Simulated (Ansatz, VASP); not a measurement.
## CaB2 and the effect of the dispersion correction

The cell as given:

```
Ca B
1.0
     3.22643    0.00000    0.00000
    -1.61322    2.79417    0.00000
     0.00000    0.00000    4.06739
Ca B
1 2
Direct
  0.00000 0.00000 0.00000
  0.66667 0.33333 0.50000
  0.33333 0.66667 0.50000
```

The cell comes from a database or a generator and needn't be the stable form of this composition.

Kept alike: task relaxation of cell and atoms; functional r2SCAN; k mesh 9 × 9 × 7; occupations fermi-dirac, width 0.05 eV; no spin polarisation. Program: Ansatz, Ansatz PAW, cutoff 500 eV. The mesh is that of the run's cell of 3 atoms. No spin-orbit coupling.

```csv
dispersion correction,volume (Å³/atom),first edge of the run's cell (Å),third edge of the run's cell (Å)
D3(BJ),12.019,3.206,4.052
D4,12.073,3.212,4.053
none,12.187,3.220,4.071
rVV10,12.127,3.216,4.061
```

The relaxations keep at least the cell's symmetry (P6/mmm). For a metal such a mesh leaves the last digits unconverged. Relaxations stop with a little pressure left, so the last digits of a volume or edge aren't settled. All rows use potentials made for PBE.

The volume runs from 12.019 (D3(BJ)) to 12.187 Å³/atom (none). Against no correction: D3(BJ) -1.4 %; D4 -0.9 %; rVV10 -0.5 %. Dispersion terms mostly attract and so lower the volume; the schemes' coefficients and damping set how far. A twin series (VASP, PBE PAW files B, Ca_sv, 600 eV) moves it by +0.1110 between D3(BJ) and rVV10, against +0.1082 Å³/atom here. The first edge of the run's cell runs from 3.206 (D3(BJ)) to 3.220 Å (none). A twin series (VASP, PBE PAW files B, Ca_sv, 600 eV) moves it by +0.0108 between D3(BJ) and rVV10, against +0.0106 Å here. The third edge of the run's cell runs from 4.052 (D3(BJ)) to 4.071 Å (none). A twin series (VASP, PBE PAW files B, Ca_sv, 600 eV) moves it by +0.0098 between D3(BJ) and rVV10, against +0.0096 Å here.
